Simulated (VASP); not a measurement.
A convergence study with VASP on Tc (hcp): one setting is varied, all else stays as given below, so the limit is that of these other settings. Each run relaxes cell and ions from the cell shown. The basis is that of the starting cell, so low cut-offs carry a Pulay error.

```xyz
2
Lattice="1.3700 -2.3729 0.0000 1.3700 2.3729 0.0000 0.0000 0.0000 4.3900" Properties=species:S:1:pos:R:3 pbc="T T T"
Tc     1.3700     0.7910     1.0975
Tc     1.3700    -0.7910     3.2925
```

Level of theory: PBE GGA, VASP's PBE PAW potentials (set 64) (plane waves; VASP). The tightest run used: 700 eV cut-off, 13×13×7 Γ-centred mesh, first-order Methfessel-Paxton smearing of 0.10 eV, potentials Tc_pv.

| setting | relaxed volume (Å³/atom) | E (eV/atom) | plane waves |
|---|---|---|---|
| ENCUT = 250 | 13.699 | -10.3410 | 267 |
| ENCUT = 300 | 14.354 | -10.3518 | 346 |
| ENCUT = 350 | 14.382 | -10.3497 | 440 |
| ENCUT = 400 | 14.366 | -10.3469 | 537 |

Task: These are the cheaper rows. Estimate the results at ENCUT = 700, and how far the last row shown lies from them.

Result: 
```tsv
quantity	tightest run	last row shown is off by
relaxed volume (Å³/atom)	14.421	-0.055
E (eV/atom)	-10.3476	0.0007
```

Left out are rungs that failed or repeat a setting and relaxations that didn't move; long series are thinned to 24 rows.

The compound is Tc in the hcp structure.
